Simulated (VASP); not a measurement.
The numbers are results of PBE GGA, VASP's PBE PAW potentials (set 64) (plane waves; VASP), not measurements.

The input files of a VASP run:

File POSCAR:
```
Sn
1
   -2.9733000000     2.9733000000     1.6218000000
    2.9733000000    -2.9733000000     1.6218000000
    2.9733000000     2.9733000000    -1.6218000000
Sn
2
Direct
  0.2500000000   0.7500000000   0.5000000000
  0.0000000000   0.0000000000   0.0000000000
```

**KPOINTS**
```
Automatic mesh
0
Gamma
12 12 12
0 0 0
```

INCAR:
```
EDIFF = 1E-6
SYSTEM = Sn
ISIF = 2   # forces and stress, cell fixed
NELM = 100
LREAL = .FALSE.   # projection in real space or not
LMAXMIX = 4   # l cut-off of mixed one-centre charges
LASPH = .FALSE.   # aspherical one-centre terms
LCHARG = .FALSE.
ENCUT = 400   # plane-wave cut-off (eV)
LWAVE = .FALSE.
ISMEAR = 1   # Methfessel-Paxton
ALGO = Normal
SIGMA = 0.1   # width (eV)
PREC = Accurate
GGA = PE
```

POTCAR, in this order: Sn_d (PBE.64 set). Program: vasp_std.

Output

**OSZICAR**
```
       N       E                     dE             d eps       ncg     rms          rms(c)
DAV:   1     0.187621725964E+03    0.18762E+03   -0.13148E+04  5876   0.204E+03
DAV:   2     0.918097583069E+01   -0.17844E+03   -0.17645E+03  5884   0.406E+02
DAV:   3    -0.713552141714E+01   -0.16316E+02   -0.16150E+02  6796   0.132E+02
DAV:   4    -0.760936765622E+01   -0.47385E+00   -0.47277E+00  6604   0.247E+01
DAV:   5    -0.762728327966E+01   -0.17916E-01   -0.17915E-01  7906   0.433E+00    0.216E+00
DAV:   6    -0.761384015475E+01    0.13443E-01   -0.33310E-02  7526   0.278E+00    0.121E+00
DAV:   7    -0.761120597314E+01    0.26342E-02   -0.20684E-02  7604   0.213E+00    0.160E-01
DAV:   8    -0.761119470720E+01    0.11266E-04   -0.18895E-03  6612   0.643E-01    0.350E-02
DAV:   9    -0.761120434614E+01   -0.96389E-05   -0.55550E-05  7516   0.783E-02    0.131E-02
DAV:  10    -0.761120321117E+01    0.11350E-05   -0.72684E-06  6862   0.382E-02    0.189E-03
DAV:  11    -0.761120320689E+01    0.42783E-08   -0.28233E-07  3212   0.771E-03
   1 F= -.76112032E+01 E0= -.76110954E+01  d E =-.323468E-03
```

File OUTCAR:
```
------------------------ aborting loop because EDIFF is reached ----------------------------------------
  FORCE on cell =-STRESS in cart. coord.  units (eV):
  Direction    XX          YY          ZZ          XY          YZ          ZX
  --------------------------------------------------------------------------------------
  Total       -0.1938782     -0.1938782     -0.2020341      0.0000000      0.0000000      0.0000000
  in kB       -5.4163258     -5.4163258     -5.6441749      0.0000000      0.0000000      0.0000000
  external PRESSURE =      -5.4922755 kB  Pullay stress =       0.0000000 kB
  volume of cell :       57.35
      direct lattice vectors                 reciprocal lattice vectors
    -2.973300000  2.973300000  1.621800000     0.000000000  0.168163320  0.308299420
     2.973300000 -2.973300000  1.621800000     0.168163320  0.000000000  0.308299420
     2.973300000  2.973300000 -1.621800000     0.168163320  0.168163320  0.000000000
 POSITION                                       TOTAL-FORCE (eV/Angst)
 -----------------------------------------------------------------------------------
      2.97330      0.00000      0.81090         0.000000     -0.000000     -0.000000
      0.00000      0.00000      0.00000        -0.000000      0.000000      0.000000
 -----------------------------------------------------------------------------------
    total drift:                                0.000000     -0.000000      0.000000
  FREE ENERGIE OF THE ION-ELECTRON SYSTEM (eV)
  ---------------------------------------------------
  free  energy   TOTEN  =        -7.6112032069 eV

  energy  without entropy=       -7.6108797392  energy(sigma->0) =       -7.61109538
```
(Selected blocks of OUTCAR.)

The compound is Sn in the beta structure. The cell was not relaxed at this level. The run is one of a series of settings (LASPH = .FALSE. against the base run), some of them coarse on purpose.
